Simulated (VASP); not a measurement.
Consider the following.

```
Ru
1.0
    1.35109    -2.34016     0.00000
    1.35109     2.34016     0.00000
    0.00000     0.00000     4.25789
Ru
2
Cartesian
  1.35109   0.78005   1.06447
  1.35109  -0.78005   3.19341
```

These are MS2 meta-GGA, VASP's PBE PAW potentials (set 64) (plane waves; VASP) values and carry that method's errors. Run with 520 eV cut-off, 17×17×10 Γ-centred mesh, tetrahedra with Blöchl corrections, potentials Ru_pv.

Task: Give the energies of bands 7 to 17 at the high-symmetry points, in eV from the Fermi level.

Result: 
```json
[
 {"band": "7", "Γ": "-8.25", "M": "-6.36", "K": "-5.81", "A": "-6.27", "L": "-6.27", "H": "-4.85"},
 {"band": "8", "Γ": "-6.40", "M": "-5.71", "K": "-4.49", "A": "-6.27", "L": "-6.27", "H": "-4.85"},
 {"band": "9", "Γ": "-2.68", "M": "-5.55", "K": "-4.49", "A": "-2.87", "L": "-4.66", "H": "-4.29"},
 {"band": "10", "Γ": "-2.68", "M": "-3.16", "K": "-3.94", "A": "-2.87", "L": "-4.66", "H": "-4.29"},
 {"band": "11", "Γ": "-2.42", "M": "-2.15", "K": "-2.95", "A": "-2.87", "L": "-1.13", "H": "-2.84"},
 {"band": "12", "Γ": "-1.97", "M": "-1.94", "K": "-2.95", "A": "-2.87", "L": "-1.13", "H": "-2.84"},
 {"band": "13", "Γ": "-1.97", "M": "-1.53", "K": "-1.10", "A": "-2.79", "L": "0.41", "H": "-1.22"},
 {"band": "14", "Γ": "-1.48", "M": "1.45", "K": "1.08", "A": "-2.79", "L": "0.41", "H": "-1.22"},
 {"band": "15", "Γ": "-1.48", "M": "1.89", "K": "1.08", "A": "0.55", "L": "1.72", "H": "1.28"},
 {"band": "16", "Γ": "1.18", "M": "1.97", "K": "1.50", "A": "0.55", "L": "1.72", "H": "1.28"},
 {"band": "17", "Γ": "1.20", "M": "4.11", "K": "7.02", "A": "0.55", "L": "3.37", "H": "8.48"}
]
```

It has no gap at this level: it comes out as a metal or semimetal.

The compound is Ru in the hcp structure. It was relaxed first.
